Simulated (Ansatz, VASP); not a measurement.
# Cross-check of ZrB2 between VASP and Ansatz, part 2 of 2

Aim: how closely do two programs agree when they are given the same cell, functional and k mesh? The structure shown is the end of the Ansatz relaxation below.

VASP 6.6.1 and Ansatz 0.2.0.

So far. Step 3 (VASP: single point, PBEsol, pair 1): The run ends at a pressure of 8.44 GPa.

## 6. VASP: single point, PBEsol, pair 2 (continued)

Level of this step: PBEsol; plane waves and PAW (Zr_sv, B) (VASP).

Numbers of over 12 decimals in the logs are rounded to 6 here.

OUTCAR, selected parts (step 6):

```text
  Total        0.7876555      0.7876555      0.7825248     -0.0000000      0.0000000      0.0000000
  in kB       42.3803150     42.3803150     42.1042543     -0.0000000      0.0000000      0.0000000
  external PRESSURE =      42.2882948 kB  Pullay stress =       0.0000000 kB

 POSITION                                       TOTAL-FORCE (eV/Angst)
 -----------------------------------------------------------------------------------
      0.00000      0.00000      0.00000         0.000000     -0.000000     -0.000000
     -0.00000      1.81276      1.74390        -0.000000      0.000000      0.000000
      1.56989      0.90638      1.74390         0.000000     -0.000000     -0.000000
 -----------------------------------------------------------------------------------
    total drift:                               -0.000000      0.000000     -0.000000

  FREE ENERGIE OF THE ION-ELECTRON SYSTEM (eV)
  ---------------------------------------------------
  free  energy   TOTEN  =       -26.3952584198 eV

  energy  without entropy=      -26.3957707796  energy(sigma->0) =      -26.39542921

[... 1 part as in an earlier step ...]

[... 2 further parts left out ...]
[key lines of the parts left out:]
E-fermi :  10.7674
```

The run ends at a pressure of 4.23 GPa.

## 7. Comparison

The two programs side by side:

```
      quantity  Ansatz  VASP  difference
pressure (GPa)    3.89  4.23       -0.34
```

## 8. Ansatz: relaxation, PBEsol

This run makes the geometry at which the two programs are then compared. The cell compared in this pair holds 30.68 Å³, against 29.78 Å³ for the pair before.

The structure compared here is the end of the Ansatz relaxation.

Input file input.yaml:

```yaml
crystal:
  lattice:
    - [3.1704326106, 0.0, 0.0]
    - [-1.5852163053, 2.7456751817, 0.0]
    - [0.0, 0.0, 3.5248839081]
  atoms:
    - { symbol: Zr, position: [0.0, 0.0, 0.0] }
    - { symbol: B, position: [0.3333333333, 0.6666666667, 0.5] }
    - { symbol: B, position: [0.6666666667, 0.3333333333, 0.5] }
kpoints:
  mp_grid: { grid: [15, 15, 12] }
hamiltonian:
  xc: pbesol
  pseudopotentials: { kind: paw, azcp: { folder: soft_1 }, xc_functional: pbe }
scf:
  occupations: { method: methfessel_paxton, width: 0.2 }
  lower_state_search: "off"
output:
  forces: true
  stress: true
  eigenvalues: true
relax:
  adjacent_minimum: "off"
  f_tol: 0.001
  max_steps: 60
  cell: { stress_tol: 0.01, fix: [volume] }
```

Command:

```
ansatz run input.yaml --threads 18 --pin off --max-ram 92160MiB --backend cuda --events-out ev --progress --plain --runs-dir out --max-vram 78GiB
```

What it wrote:

```text
[...]
Crystal: 3 atoms, lattice volume = 30.684 Å³
Basis set: ecut = 420 eV, 575 PW (Γ), exchange–correlation on 48×48×48 points (8 copies of the dense FFT grid, shifted against one another)
Bands: 13, of which v1, the nominal top of the filled ones, is band 9 counted from 1 (8 counted from 0)
Symmetry: 24 space group operations
[...]
k-point 188: bands = [... 5 lower, 6.9642, 10.7797, 13.0188, 13.0188, 19.7943, 21.7672, 21.7672, 22.3053]
--- Relaxed structure (3 steps of the walk, 3 accepted, 1 SCFs on fresh bases) ---
[...]
cell:  # Å, volume = 30.6840 Å³
    - [3.169481, 0, 0.0]
    - [-1.584740, 2.744851, 0]
    - [0.0, 0, 3.527001]
  atoms:
    - { symbol: Zr, position: [0, 0, 0] }
    - { symbol: B, position: [0.333333, 0.666667, 0.500000] }
    - { symbol: B, position: [0.666667, 0.333333, 0.500000] }
[key lines of the parts left out:]
SCF converged after 4 iterations
Free energy (F): -4437.237646 eV
Fermi energy:    15.674164 eV
P = ⅓ Tr σ = -3.6103 GPa (-36.103 kbar)
```

## 9. VASP: single point, PBEsol, pair 3

The same cell, functional, mesh and smearing now go to VASP, with its own data sets.

Input file INCAR:

```
SYSTEM = ZrB2
PREC = Accurate
ENCUT = 500
EDIFF = 1E-06
NELM = 120
ISMEAR = 1
SIGMA = 0.2
LREAL = .FALSE.
ALGO = Normal
GGA = PS
NBANDS = 15
LASPH = .TRUE.
LORBIT = 11
LWAVE = .FALSE.
LCHARG = .FALSE.
ISIF = 2
GGA_COMPAT = .FALSE.
KPAR = 2
```

Input file POSCAR:

```
ZrB2
1.0
    3.1694808070      0.0000000000      0.0000000000
   -1.5847404035      2.7448508957      0.0000000000
    0.0000000000      0.0000000000      3.5270012900
Zr B
1 2
Direct
    0.0000000000      0.0000000000      0.0000000000
    0.3333333333      0.6666666667      0.5000000000
    0.6666666667      0.3333333333      0.5000000000
```

Input file KPOINTS:

```
Automatic mesh
0
Gamma
15 15 12
0 0 0
```

PAW data sets: Zr_sv and B (PBE family, release 64).

Command:

```
mpirun -np 2 vasp_std
```

What it wrote:

```text
[... set-up lines as in an earlier step ...]
 entering main loop
       N       E                     dE             d eps       ncg     rms          rms(c)
DAV:   1     0.101033335019E+03    0.10103E+03   -0.95216E+03  5670   0.116E+03
DAV:   2    -0.247090084168E+02   -0.12574E+03   -0.12107E+03  7098   0.299E+02
DAV:   3    -0.288830676368E+02   -0.41741E+01   -0.41430E+01  9294   0.475E+01
DAV:   4    -0.289473156201E+02   -0.64248E-01   -0.64239E-01  6482   0.541E+00
[...]
DAV:  11    -0.263978885519E+02   -0.59834E-05   -0.67359E-05  7967   0.771E-02    0.115E-02
DAV:  12    -0.263978867608E+02    0.17910E-05   -0.29456E-06  6664   0.121E-02    0.542E-03
DAV:  13    -0.263978865792E+02    0.18157E-06   -0.52231E-07  3374   0.620E-03
   1 F= -.26397887E+02 E0= -.26398063E+02  d E =0.529430E-03
```

OUTCAR, selected parts (step 9):

```text
  Total       -0.6318646     -0.6318646     -0.6374214      0.0000000     -0.0000000      0.0000000
  in kB      -32.9930240    -32.9930240    -33.2831746      0.0000000     -0.0000000      0.0000000
  external PRESSURE =     -33.0897409 kB  Pullay stress =       0.0000000 kB

 POSITION                                       TOTAL-FORCE (eV/Angst)
 -----------------------------------------------------------------------------------
      0.00000      0.00000      0.00000         0.000000      0.000000      0.000000
     -0.00000      1.82990      1.76350        -0.000000      0.000000      0.000000
      1.58474      0.91495      1.76350         0.000000      0.000000      0.000000
 -----------------------------------------------------------------------------------
    total drift:                               -0.000000      0.000000      0.000000

  FREE ENERGIE OF THE ION-ELECTRON SYSTEM (eV)
  ---------------------------------------------------
  free  energy   TOTEN  =       -26.3978865792 eV

  energy  without entropy=      -26.3984160095  energy(sigma->0) =      -26.39806306

[... 1 part as in an earlier step ...]

[... 2 further parts left out ...]
[key lines of the parts left out:]
E-fermi :  10.4336
```

The run ends at a pressure of -3.31 GPa.

## 10. Differences

The two programs side by side:

```
      quantity  Ansatz   VASP  difference
pressure (GPa)   -3.61  -3.31       -0.30
```

## 11. Results

```
difference in pressure (single point, PBEsol, pair 1) : -0.36 GPa
difference in pressure (single point, PBEsol, pair 2) : -0.34 GPa
difference in pressure (single point, PBEsol, pair 3) : -0.30 GPa
```

The difference in pressure is -0.36 GPa (single point, PBEsol, pair 1), within the 1 GPa picked in this series as the mark of a large difference. 2 further runs of this series are not shown here. How closely two codes agree says nothing of how well the functional describes the real material.

[Lines on the potential files, build, host, timing and source positions are cut from VASP's logs without a mark.]

[Logs are printed without paths, hosts, clocks, repeated set-up lines and the standing remarks that a program may print on its own settings, such as how far it seeks lower states.]

[Hosts, paths, dates, database ids (printed as entryN), source tags and the programs' standing remarks are cut or masked in the printed files.]
